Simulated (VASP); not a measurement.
Energy against volume of CdS (wurtzite). Method: SCAN meta-GGA, VASP's PBE PAW potentials (set 64) (plane waves; VASP). Numerical set-up: 520 eV cut-off, 6×6×4 Γ-centred mesh, Gaussian smearing of 0.050 eV, potentials Cd S.

Shape and ions are relaxed at each volume.

```csv
V (Å³/atom),E (eV/atom)
24.524,-20.76925
25.283,-20.77405
26.041,-20.77047
26.800,-20.75948
```

Q: Fit these four points and predict the energy of the run at 23.766 Å³/atom.

A: A cubic in V^(−2/3), the third-order Birch-Murnaghan form, passes through the four points with V0 = 25.32 Å³/atom and B0 = 59 GPa, and gives -20.7550 eV/atom there. The run gave -20.7542 eV/atom, +0.8 meV/atom from the fit; all five points give B0 = 60 GPa.

The compound is CdS in the wurtzite structure. It was relaxed first.
